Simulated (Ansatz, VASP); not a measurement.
# Two plane-wave programs on CaZr3N2

Contents of INCAR:

```
SYSTEM = CaZr3N2
PREC = Accurate
ENCUT = 520
EDIFF = 1E-6
ISMEAR = 0
SIGMA = 0.1
LREAL = .False.
LASPH = .True.
NELM = 80
ALGO = Normal
ISIF = 2
LWAVE = .False.
LCHARG = .False.
GGA = PE
NBANDS = 37
```

Contents of KPOINTS:

```
Automatic mesh
0
Gamma
  6 6 2
  0 0 0
```

Contents of POSCAR:

```
CaZr3N2
1.0
    3.4318547300      0.0000000000      0.0000000000
    0.0000000000      3.4318547300      0.0000000000
    0.0000000000      0.0000000000      7.5213587700
Ca Zr N
1 3 2
Direct
    0.0000000000      0.0000000000      0.0000000000
    0.5000000000      0.5000000000      0.0000000000
    0.0000000000      0.5000000000      0.3820000000
    0.5000000000      0.0000000000      0.6180000000
    0.0000000000      0.5000000000      0.7340000300
    0.5000000000      0.0000000000      0.2659999700
```

Input for Ansatz:

```yaml
crystal:
  lattice:
    - [3.43185473, 0.0, 0.0]
    - [0.0, 3.43185473, 0.0]
    - [0.0, 0.0, 7.52135877]
  atoms:
    - { symbol: Ca, position: [0.0, 0.0, 0.0] }
    - { symbol: Zr, position: [0.5, 0.5, 0.0] }
    - { symbol: Zr, position: [0.0, 0.5, 0.382] }
    - { symbol: Zr, position: [0.5, 0.0, 0.618] }
    - { symbol: "N", position: [0.0, 0.5, 0.73400003] }
    - { symbol: "N", position: [0.5, 0.0, 0.26599997] }
basis:
  ecutwfc: 420
kpoints:
  mp_grid: { grid: [6, 6, 2] }
hamiltonian:
  xc: pbe
scf:
  occupations: { method: gaussian, width: 0.1 }
  lower_state_search: "off"
output:
  forces: true
  stress: true
  eigenvalues: true
```

Change from the starting cell: species swapped into the Hf2CuSb3 type (P-4m2, No. 115).

Alike in both runs: task single point; functional PBE; k mesh 6 × 6 × 2; occupations gaussian, width 0.1 eV; no spin polarisation.

|  | VASP | Ansatz |
| --- | --- | --- |
| version | VASP 6.6.1 | Ansatz 0.2.0 |
| potentials or method | VASP PAW PBE potentials, release 64 (Ca_sv, Zr_sv, N) | scalar-relativistic, plane waves, PAW |
| plane-wave cutoff (eV) | 520 | 420 |
| valence electrons in the cell | 56 | 56 |

```tsv
	VASP	Ansatz	Ansatz less VASP
gap on the k mesh at the Fermi level (eV)	none	none	-
pressure (GPa)	2.1	1.5	-0.55
largest component of the traceless stress (GPa)	17.21	16.85	-0.356
rms of the force components (eV/Å)	0.814	0.813	-0.0012
```

Atom by atom the forces differ by 0.005 eV/Å (rms over components). A gap of «none» marks a metal or a gap that the smearing closes.

Caveats: the k mesh is coarse (spacing up to 0.42 Å⁻¹), so the values aren't converged; forces of over 1 eV/Å show positions far from the minimum, so gaps and moduli don't describe the material at rest.
